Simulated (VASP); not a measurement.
Output of a VASP run:

**OUTCAR**
```
 ion  position               nearest neighbor table
   1  0.667  0.333  0.750-   2 3.34   2 3.34   2 3.34   2 3.34   2 3.34   2 3.34
   2  0.333  0.667  0.250-   1 3.34   1 3.34   1 3.34   1 3.34   1 3.34   1 3.34
  LATTYP: Found a hexagonal cell.
 ALAT       =     3.0451314107
 C/A-ratio  =     1.8626381611
 Subroutine PRICEL returns:
 Original cell was already a primitive cell.
 Subroutine GETGRP returns: Found 24 space group operations
The static configuration has the point symmetry D_3d.
 The point group associated with its full space group is D_6h.
The dynamic configuration has the point symmetry D_3d.
 Subroutine INISYM returns: Found 24 space group operations
 Subroutine IBZKPT returns following result:
 Found     76 irreducible k-points:

 Following reciprocal coordinates:
            Coordinates               Weight
  0.000000  0.000000  0.000000      1.000000
  0.083333  0.000000  0.000000      6.000000
  0.166667  0.000000  0.000000      6.000000
  0.250000  0.000000  0.000000      6.000000
  0.333333  0.000000  0.000000      6.000000
  0.416667  0.000000  0.000000      6.000000
  0.500000  0.000000  0.000000      3.000000
  0.083333  0.083333  0.000000      6.000000
  0.166667  0.083333  0.000000     12.000000
  0.250000  0.083333  0.000000     12.000000
  0.333333  0.083333  0.000000     12.000000
  0.416667  0.083333  0.000000     12.000000
  0.166667  0.166667  0.000000      6.000000
  0.250000  0.166667  0.000000     12.000000
  0.333333  0.166667  0.000000     12.000000
  0.416667  0.166667  0.000000      6.000000
  0.250000  0.250000  0.000000      6.000000
  0.333333  0.250000  0.000000     12.000000
  0.333333  0.333333  0.000000      2.000000
  0.000000  0.000000  0.166667      2.000000
  0.083333  0.000000  0.166667     12.000000
  0.166667  0.000000  0.166667     12.000000
  0.250000  0.000000  0.166667     12.000000
  0.333333  0.000000  0.166667     12.000000
  0.416667  0.000000  0.166667     12.000000
  0.500000  0.000000  0.166667      6.000000
  0.083333  0.083333  0.166667     12.000000
  0.166667  0.083333  0.166667     24.000000
  0.250000  0.083333  0.166667     24.000000
  0.333333  0.083333  0.166667     24.000000
  0.416667  0.083333  0.166667     24.000000
  0.166667  0.166667  0.166667     12.000000
  0.250000  0.166667  0.166667     24.000000
  0.333333  0.166667  0.166667     24.000000
  0.416667  0.166667  0.166667     12.000000
  0.250000  0.250000  0.166667     12.000000
  0.333333  0.250000  0.166667     24.000000
  0.333333  0.333333  0.166667      4.000000
  0.000000  0.000000  0.333333      2.000000
  0.083333  0.000000  0.333333     12.000000
   k-points           NKPTS =     76   k-points in BZ     NKDIM =     76   number of bands    NBANDS=     16
   number of dos      NEDOS =    301   number of ions     NIONS =      2
   total plane-waves  NPLWV =  24192
   dimension x,y,z NGX =    24 NGY =   24 NGZ =   42
   dimension x,y,z NGXF=    48 NGYF=   48 NGZF=   84
   ions per type =               2
   PREC   = accura    normal or accurate (medium, high low for compatibility)
   ISTART =      0    job   : 0-new  1-cont  2-samecut
   ICHARG =      2    charge: 1-file 2-atom 10-const
   ISPIN  =      1    spin polarized calculation?
   LNONCOLLINEAR =      F non collinear calculations
   LSORBIT =      F    spin-orbit coupling
   INIWAV =      1    electr: 0-lowe 1-rand  2-diag
   ENCUT  =  480.0 eV  35.28 Ry    5.94 a.u.   5.44  5.44 10.13*2*pi/ulx,y,z
   NELM   =    100;   NELMIN=  2; NELMDL= -5     # of ELM steps
   EDIFF  = 0.1E-05   stopping-criterion for ELM
   LREAL  =      F    real-space projection
   NLSPLINE    = F    spline interpolate recip. space projectors
   LMAXMIX     =    4 max onsite mixed and CHGCAR
   VOSKOWN=      0    Vosko Wilk Nusair interpolation
   EDIFFG = -.1E-01   stopping-criterion for IOM
   NSW    =     60    number of steps for IOM
...
```

### OSZICAR
```
...
       N       E                     dE             d eps       ncg     rms          rms(c)
DAV:   1    -0.172600318201E+01   -0.22649E+00   -0.99397E+00  2576   0.290E+01    0.242E+00
DAV:   2    -0.156742580335E+01    0.15858E+00   -0.14140E-01  2576   0.475E+00    0.130E+00
DAV:   3    -0.149884446370E+01    0.68581E-01   -0.90538E-02  2560   0.271E+00    0.473E-01
DAV:   4    -0.149614978830E+01    0.26947E-02   -0.11404E-02  2712   0.112E+00    0.256E-01
DAV:   5    -0.149609460647E+01    0.55182E-04   -0.34613E-04  2696   0.216E-01    0.551E-02
DAV:   6    -0.149608373782E+01    0.10869E-04   -0.71490E-05  2632   0.108E-01    0.917E-03
DAV:   7    -0.149608353141E+01    0.20641E-06   -0.73905E-07  1608   0.784E-03
   4 F= -.14960835E+01 E0= -.14959183E+01  d E =-.116101E-01
       N       E                     dE             d eps       ncg     rms          rms(c)
DAV:   1    -0.160466800658E+01   -0.10858E+00   -0.45427E+00  2568   0.195E+01    0.159E+00
DAV:   2    -0.153210673302E+01    0.72561E-01   -0.51866E-02  2568   0.287E+00    0.880E-01
DAV:   3    -0.150071316830E+01    0.31394E-01   -0.49389E-02  2584   0.212E+00    0.280E-01
DAV:   4    -0.150073123937E+01   -0.18071E-04   -0.44611E-03  2664   0.842E-01    0.170E-01
DAV:   5    -0.150070344624E+01    0.27793E-04   -0.18773E-04  2672   0.176E-01    0.648E-02
DAV:   6    -0.150069015014E+01    0.13296E-04   -0.61488E-05  2624   0.980E-02    0.112E-02
DAV:   7    -0.150069018081E+01   -0.30668E-07   -0.10970E-06  1552   0.118E-02
   5 F= -.15006902E+01 E0= -.15005259E+01  d E =-.162167E-01
       N       E                     dE             d eps       ncg     rms          rms(c)
DAV:   1    -0.150100068659E+01   -0.31054E-03   -0.13109E-02  2568   0.105E+00    0.874E-02
DAV:   2    -0.150079148899E+01    0.20920E-03   -0.16583E-04  2576   0.173E-01    0.475E-02
DAV:   3    -0.150070022320E+01    0.91266E-04   -0.13212E-04  2592   0.108E-01    0.162E-02
DAV:   4    -0.150069816058E+01    0.20626E-05   -0.14122E-05  2712   0.436E-02    0.909E-03
DAV:   5    -0.150069814429E+01    0.16288E-07   -0.73732E-07  1368   0.109E-02
   6 F= -.15006981E+01 E0= -.15005158E+01  d E =-.162247E-01
       N       E                     dE             d eps       ncg     rms          rms(c)
DAV:   1    -0.152008951407E+01   -0.19391E-01   -0.38254E-01  2432   0.813E+00    0.104E+00
DAV:   2    -0.150244639385E+01    0.17643E-01   -0.49483E-02  2448   0.300E+00    0.307E-01
DAV:   3    -0.150128488015E+01    0.11615E-02   -0.23454E-03  2632   0.553E-01    0.257E-01
DAV:   4    -0.150098508772E+01    0.29979E-03   -0.22262E-04  2560   0.115E-01    0.215E-02
DAV:   5    -0.150098356677E+01    0.15209E-05   -0.61167E-06  2784   0.246E-02    0.131E-02
DAV:   6    -0.150098448906E+01   -0.92229E-06   -0.28107E-06  1928   0.191E-02
   7 F= -.15009845E+01 E0= -.15007930E+01  d E =-.286345E-03
       N       E                     dE             d eps       ncg     rms          rms(c)
DAV:   1    -0.150150357194E+01   -0.52001E-03   -0.10058E-02  2432   0.131E+00    0.167E-01
DAV:   2    -0.150102366468E+01    0.47991E-03   -0.13481E-03  2440   0.495E-01    0.480E-02
DAV:   3    -0.150099542904E+01    0.28236E-04   -0.62594E-05  2608   0.892E-02    0.400E-02
DAV:   4    -0.150099362573E+01    0.18033E-05   -0.60914E-06  2480   0.190E-02    0.315E-03
DAV:   5    -0.150099370774E+01   -0.82005E-07   -0.14729E-07  1248   0.406E-03
   8 F= -.15009937E+01 E0= -.15008043E+01  d E =-.295563E-03
```

OUTCAR:
```
------------------------ aborting loop because EDIFF is reached ----------------------------------------
  FORCE on cell =-STRESS in cart. coord.  units (eV):
  Direction    XX          YY          ZZ          XY          YZ          ZX
  --------------------------------------------------------------------------------------
  Total       -0.0112761     -0.0112761      0.0071594     -0.0000000      0.0000000      0.0000000
  in kB       -0.3906381     -0.3906382      0.2480232     -0.0000000      0.0000000      0.0000000
  external PRESSURE =      -0.1777510 kB  Pullay stress =       0.0000000 kB
  volume of cell :       46.25
      direct lattice vectors                 reciprocal lattice vectors
     3.004840626 -0.000000000  0.000000000     0.332796352  0.192140041  0.000000000
    -1.502420313  2.602268620 -0.000000000     0.000000000  0.384280083  0.000000000
    -0.000000000 -0.000000000  5.914548023    -0.000000000 -0.000000000  0.169074627
 POSITION                                       TOTAL-FORCE (eV/Angst)
 -----------------------------------------------------------------------------------
      1.50242      0.86742      4.43591        -0.000000      0.000000      0.000000
     -0.00000      1.73485      1.47864         0.000000     -0.000000     -0.000000
 -----------------------------------------------------------------------------------
    total drift:                               -0.000176      0.000102      0.000001
  FREE ENERGIE OF THE ION-ELECTRON SYSTEM (eV)
  ---------------------------------------------------
  free  energy   TOTEN  =        -1.5009937077 eV

  energy  without entropy=       -1.5004254261  energy(sigma->0) =       -1.50080428

 reached required accuracy - stopping structural energy minimisation
```
(Selected blocks of OUTCAR.)

**POSCAR**
```
Cd
1
    3.0451314107     0.0000000000     0.0000000000
   -1.5225657053     2.6371614757     0.0000000000
    0.0000000000     0.0000000000     5.6719779710
Cd
2
Direct
  0.6666670000   0.3333330000   0.7500000000
  0.3333330000   0.6666670000   0.2500000000
```

Problem. Reconstruct the remaining input files.

Solution. Several could match; the one computed here: the input of the run itself, PBE GGA, plane waves, VASP's PBE PAW potentials (set 64).

### INCAR
```
# general
SYSTEM =Cd
PREC   =Accurate
ENCUT  =480   # plane-wave cut-off (eV)
LREAL  =.FALSE.   # projection in real space or not
LASPH  =.TRUE.   # aspherical one-centre terms

# electronic loop
EDIFF  =1E-6
NELM   =100
ALGO   =Normal   # blocked Davidson
LMAXMIX=4   # l cut-off of mixed one-centre charges

# smearing
ISMEAR =1   # Methfessel-Paxton
SIGMA  =0.1   # width (eV)

# functional
GGA    =PE

# ions
IBRION =2   # conjugate gradients
NSW    =60   # most ionic steps
ISIF   =3   # ions, shape and volume
EDIFFG =-0.01   # ionic stop

# output
LWAVE  =.FALSE.
LCHARG =.FALSE.
```

File KPOINTS:
```
Automatic mesh
0
Gamma
12 12 6
0 0 0
```

POTCAR, in this order: Cd (PBE.64 set). Program: vasp_std.

The compound is Cd in the hcp structure. This run relaxes it. Symmetry was kept, so distortions that lower it aren't found. The start is the result of an earlier pass.
